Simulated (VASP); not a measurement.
A run of VASP 6.6.1:

Contents of INCAR:

```
ALGO = Normal ; EDIFF = 1E-6
ENCUT = 520 ; GGA = PE
ISIF = 2 ; ISMEAR = -1
KPAR = 4 ; LASPH = T
LCHARG = F ; LORBIT = 10
LREAL = F ; LWAVE = F
NELM = 100 ; PREC = Accurate
SIGMA = 0.05
```

The input KPOINTS:

```
k-points
0
Gamma
  6 5 3
```

POSCAR

```
Ta3AsAu2O13
1.0
    5.4020100000     -0.0007700000     -0.0016200000
   -2.0172000000      5.6075800000     -0.0028400000
   -0.7182200000     -1.8635300000      8.4419600000
Ta As Au O
3 1 2 13
Direct
    0.3738600000      0.5888500000      0.5983100000
    0.4623600000      0.2662700000      0.1868900000
    0.7083000000      0.8674600000      0.0276100000
    0.9787700000      0.9823600000      0.6537100000
    0.1038800000      0.5399800000      0.1723700000
    0.6630200000      0.3202200000      0.8052200000
    0.0619600000      0.0357700000      0.1415800000
    0.9818200000      0.0145700000      0.8513000000
    0.1115200000      0.2705500000      0.6150800000
    0.1602700000      0.8119900000      0.5836400000
    0.4305500000      0.5336000000      0.0677700000
    0.9117100000      0.6127500000      0.9808100000
    0.6040600000      0.1575400000      0.9862600000
    0.5556500000      0.9871300000      0.2098400000
    0.3075600000      0.4547300000      0.3500600000
    0.7966800000      0.5055600000      0.2865900000
    0.6638000000      0.8813100000      0.5510600000
    0.4714500000      0.7175100000      0.8174200000
    0.6527900000      0.4518400000      0.6144900000
```

Potentials or basis: VASP PAW PBE potentials, release 64 (Ta_pv, As, Au, O).

Launch:

```bash
$ cat potpaw_PBE.64/Ta_pv/POTCAR potpaw_PBE.64/As/POTCAR potpaw_PBE.64/Au/POTCAR potpaw_PBE.64/O/POTCAR > POTCAR
$ mpirun -np 4 vasp_std > vasp.out
```

Hardware: 4 MPI ranks on Intel(R) Xeon(R) Platinum 8375C CPU @ 2.90GHz (Ice Lake), on a shared host.

Question: Estimate the wall time of this run.

Answer: It took 5.4 min on 4 MPI ranks on Intel(R) Xeon(R) Platinum 8375C CPU @ 2.90GHz (Ice Lake), on a shared host, peak memory 0.89 GiB a rank. Counts: scf iterations 18, k points 46.
